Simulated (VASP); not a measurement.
Runs of VASP 6.6.1 on SrTiO3 (Tausonite). The structure is cubic, space group Pm-3m (No. 221). Conventional cell: a = 3.895 Å, b = 3.895 Å, c = 3.895 Å, α = 90.00°, β = 90.00°, γ = 90.00°. Around Sr (site symmetry m-3m) lie 12 O at 2.75 Å. Around Ti (site symmetry m-3m) lie 6 O at 1.95 Å. O (site symmetry 4/mmm) has 2 Ti at 1.95 Å as nearest neighbours. 

```csv
task,level,potentials or basis,spin,cell,k mesh,cutoff (eV),gap on the mesh (eV),pressure (GPa)
band structure,TB-mBJ,"VASP PAW PBE potentials, release 64 (Sr_sv, Ti_sv, O)",off,as given,8 × 8 × 8,520,2.85,-
band structure,LDA,"VASP PAW LDA potentials, release 64 (Sr_sv, Ti_sv, O)",off,as given,8 × 8 × 8,520,(a),(b)
band structure,r2SCAN,"VASP PAW PBE potentials, release 64 (Sr_sv, Ti_sv, O)",off,as given,8 × 8 × 8,520,2.29,2.8
relaxation of cell and atoms,PBEsol,"VASP PAW PBE potentials, release 64 (Sr_sv, Ti_sv, O)",off,relaxed,8 × 8 × 8,600,1.82,0.0
```

Alike in all rows: smearing gaussian 0.03 eV.

Estimate the missing entries.

(a) 1.76; (b) -4.9.

Caveats: the PAW data sets were made with another functional, which shifts forces and pressure a little (some runs); the relaxation stopped at its first step, so nothing moved (some runs).

A k mesh can miss the band edges, and the runs leave out spin-orbit coupling on Sr.

Runs at the PBE level aren't shown here.
